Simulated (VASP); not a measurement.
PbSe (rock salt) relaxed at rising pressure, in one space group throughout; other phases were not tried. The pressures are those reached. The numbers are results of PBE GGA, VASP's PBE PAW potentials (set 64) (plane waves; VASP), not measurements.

```json
[
 {"P (GPa)": "0.06", "V (Å³/atom)": "29.974", "k-mesh": "7×7×7"},
 {"P (GPa)": "5.05", "V (Å³/atom)": "27.483", "k-mesh": "8×8×8"},
 {"P (GPa)": "9.92", "V (Å³/atom)": "25.751", "k-mesh": "8×8×8"},
 {"P (GPa)": "19.95", "V (Å³/atom)": "23.408", "k-mesh": "8×8×8"},
 {"P (GPa)": "29.95", "V (Å³/atom)": "21.816", "k-mesh": "8×8×8"}
]
```

A change of mesh leaves a small step in the series.

Problem. Fit an equation of state and predict the volume at 45.14 GPa.

Solution. Least squares on the third-order Birch-Murnaghan form, P = (3B0/2)(y⁷ − y⁵)[1 + (3/4)(B′ − 4)(y² − 1)] with y = (V0/V)^(1/3), gives V0 = 30.031 Å³/atom, B0 = 46 GPa and B′ = 4.4, and so 20.105 Å³/atom. The run gave 20.103 Å³/atom, -0.0 % from the fit.

Pressures at which the relaxation failed are left out.

The compound is PbSe in the rock salt structure.
